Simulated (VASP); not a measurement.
These are LDA (Ceperley-Alder, Perdew-Zunger), VASP's LDA PAW potentials (set 64) (plane waves; VASP) values and carry that method's errors.

A VASP calculation is set up with these files.

**KPOINTS**
```
Automatic mesh
0
Gamma
8 8 7
0 0 0
```

INCAR:
```
# general
SYSTEM   =  SnO
PREC     =  Accurate
ENCUT    =  620
LREAL    =  .FALSE.
LASPH    =  .TRUE.   # aspherical one-centre terms

# electronic loop
EDIFF    =  1E-6   # SCF stop (eV)
NELM     =  100   # most electronic steps
ALGO     =  Normal
LMAXMIX  =  4

# smearing
ISMEAR   =  1   # Methfessel-Paxton
SIGMA    =  0.1

# ions
IBRION   =  2   # conjugate gradients
NSW      =  40   # most ionic steps
ISIF     =  3
EDIFFG   =  -0.02
PSTRESS  =  200

# output
LWAVE    =  .FALSE.
LCHARG   =  .FALSE.
```

File POSCAR:
```
SnO
1
    3.6624172025     0.0000000000     0.0000000000
    0.0000000000     3.6624172025     0.0000000000
    0.0000000000     0.0000000000     4.2498275098
Sn O
2 2
Direct
  0.5000000000   0.0000000000   0.7275864016
  0.0000000000   0.5000000000   0.2724135984
  0.5000000000   0.5000000000   0.0000000000
  0.0000000000   0.0000000000   0.0000000000
```

POTCAR, in this order: Sn_d O (LDA.64 set). Program: vasp_std.

### Question
What will the output report for the number of irreducible k-points (NKPTS), largest plane-wave count, number of space-group operations, FFT grid (NGX, NGY, NGZ)?

### Answer

number of irreducible k-points (NKPTS): 60
largest plane-wave count: 2029
number of space-group operations: 16
FFT grid (NGX, NGY, NGZ): 30 × 30 × 36

The compound is SnO in the litharge structure. This run relaxes it under an external pressure of 20 GPa. Symmetry was kept, so distortions that lower it aren't found.
